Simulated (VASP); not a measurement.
These are TPSS meta-GGA, VASP's PBE PAW potentials (set 64) (plane waves; VASP) values and carry that method's errors.

A VASP calculation is set up with these files.

File KPOINTS:
```
Regular mesh
0
Gamma
 6 6 9
0 0 0
```

File POSCAR:
```
SiO2
1
    4.2003177054     0.0000000000     0.0000000000
   -0.0000000000     4.2003177054     0.0000000000
    0.0000000000     0.0000000000     2.6900400741
Si O
2 4
Direct
  0.0000000000   0.0000000000   1.0000000000
  0.5000000000   0.5000000000   0.5000000000
  0.3060657015   0.3060657015   1.0000000000
  0.8060657015   0.1939342985   0.5000000000
  0.1939342985   0.8060657015   0.5000000000
  0.6939342985   0.6939342985   0.0000000000
```

**KPOINTS_OPT**
```
k-points along high-symmetry lines
6
Line-mode
Reciprocal
  0.000000   0.000000   0.000000 ! GAMMA
  0.000000   0.500000   0.000000 ! X

  0.000000   0.500000   0.000000 ! X
  0.500000   0.500000   0.000000 ! M

  0.500000   0.500000   0.000000 ! M
  0.000000   0.000000   0.000000 ! GAMMA

  0.000000   0.000000   0.000000 ! GAMMA
  0.000000   0.000000   0.500000 ! Z

  0.000000   0.000000   0.500000 ! Z
  0.000000   0.500000   0.500000 ! R

  0.000000   0.500000   0.500000 ! R
  0.500000   0.500000   0.500000 ! A

  0.500000   0.500000   0.500000 ! A
  0.000000   0.000000   0.500000 ! Z

  0.000000   0.500000   0.000000 ! X
  0.000000   0.500000   0.500000 ! R

  0.500000   0.500000   0.000000 ! M
  0.500000   0.500000   0.500000 ! A
```

### INCAR
```
# general
SYSTEM   =  SiO2
PREC     =  Accurate
ENCUT    =  520
LREAL    =  F
LASPH    =  T

# electronic loop
EDIFF    =  1E-7
NELM     =  100
ALGO     =  Normal
LMIXTAU  =  T

# smearing
ISMEAR   =  -5

# functional
METAGGA  =  TPSS

# ions
ISIF     =  2

# output
LWAVE    =  F
LCHARG   =  F
LORBIT   =  11
NEDOS    =  601

# other
LEFG     =  T
```

POTCAR, in this order: Si O (PBE.64 set). Program: vasp_std.

Predict the energy per atom (σ→0), band gap (over mesh and band path).

```
Item                                          Value
----------------------------------  ---------------
energy per atom (σ→0)               -10.823 eV/atom
band gap (over mesh and band path)          5.51 eV
```

File OSZICAR:
```
...
DAV:  17    -0.649399532913E+02   -0.89108E-05   -0.97813E-06  2288   0.336E-02    0.286E-03
DAV:  18    -0.649399565154E+02   -0.32241E-05   -0.14209E-06  2172   0.156E-02    0.302E-03
DAV:  19    -0.649399567215E+02   -0.20608E-06   -0.14873E-07  1524   0.473E-03    0.137E-03
DAV:  20    -0.649399568637E+02   -0.14221E-06   -0.40332E-08  1212   0.218E-03    0.402E-04
DAV:  21    -0.649399569091E+02   -0.45411E-07   -0.92282E-09  1176   0.905E-04
   1 F= -.64939957E+02 E0= -.64939957E+02  d E =0.000000E+00
       N       E                     dE             ncg
       N       E                     dE             ncg
```

The compound is SiO2 in the rutile structure, stishovite, a high-pressure form. It was relaxed first.
